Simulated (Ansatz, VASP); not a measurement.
**GeCN2: VASP beside Ansatz**

The input INCAR:

```
  ALGO = Normal
  EDIFF = 1E-7
  ENCUT = 520
  GGA = PS
  ISIF = 2
  ISMEAR = -1
  LASPH = True
  LCHARG = False
  LREAL = False
  LWAVE = False
  NBANDS = 22
  NELM = 60
  PREC = Accurate
  SIGMA = 0.05
```

KPOINTS

```
k-points
0
Gamma
  9 9 9
```

The input POSCAR:

```
GeCN2
1.0
    1.8173955815      1.0492738282      4.9867272349
   -1.8173955815      1.0492738282      4.9867272349
    0.0000000000     -2.0985476564      4.9867272349
Ge N C
1 2 1
Direct
    0.0000000000      0.0000000000      0.0000000000
    0.5839044000      0.5839044000      0.5839044000
    0.4160956000      0.4160956000      0.4160956000
    0.5000000000      0.5000000000      0.5000000000
```

The input input.yaml:

```yaml
crystal:
  lattice:
    - [1.8173955815, 1.0492738282, 4.9867272349]
    - [-1.8173955815, 1.0492738282, 4.9867272349]
    - [0.0, -2.0985476564, 4.9867272349]
  atoms:
    - { symbol: Ge, position: [0.0, 0.0, 0.0] }
    - { symbol: "N", position: [0.5839044, 0.5839044, 0.5839044] }
    - { symbol: "N", position: [0.4160956, 0.4160956, 0.4160956] }
    - { symbol: C, position: [0.5, 0.5, 0.5] }
hamiltonian:
  xc: pbesol
  pseudopotentials: { kind: paw }
kpoints:
  mp_grid: { grid: [9, 9, 9] }
scf:
  occupations: { method: fermi_dirac, width: 0.05 }
output:
  forces: true
  stress: true
  eigenvalues: true
  write_density: true
  write_potential: true
  elf: true
  volumetric_format: npy
```

Change from the starting cell: volume scaled by 1.04.

Alike in both runs: task single point; functional PBEsol; k mesh 9 × 9 × 9; occupations fermi-dirac, width 0.05 eV; no spin polarisation.

|  | VASP | Ansatz |
| --- | --- | --- |
| version | VASP 6.6.1 | Ansatz 0.2.0 |
| potentials or method | VASP PAW PBE potentials, release 64 (Ge_d, N, C) | Ansatz PAW |
| plane-wave cutoff (eV) | 520 | 420 |
| valence electrons in the cell | 28 | 28 |

Ansatz gave:

* gap on the k mesh at the Fermi level (eV): 1.09
* least direct gap on the mesh (eV): 1.97
* pressure (GPa): -7.8
* largest component of the traceless stress (GPa): 5.88
* rms of the force components (eV/Å): 0.408

Question: Estimate VASP's values.

Answer: gap on the k mesh at the Fermi level (eV): 1.09; least direct gap on the mesh (eV): 1.95; pressure (GPa): -7.7; largest component of the traceless stress (GPa): 5.31; rms of the force components (eV/Å): 0.364.

Atom by atom the forces differ by 0.044 eV/Å (rms over components).

Caveats: the standard files for N, O and F lose accuracy on very short bonds (VASP); the PAW data sets were made with another functional, which shifts forces and pressure a little (VASP); an odd mesh through Γ misses points on the zone boundary, where band edges often lie (VASP); odd divisions of the mesh miss points on the zone boundary, where band edges often lie, so the gap on the mesh can be too wide (Ansatz); the pressure holds a Pulay correction of +0.4 GPa for the finite cutoff (Ansatz); the PAW data sets come from PBE, with cores solved anew for the run's functional, which leaves a small shift of forces and pressure (Ansatz).
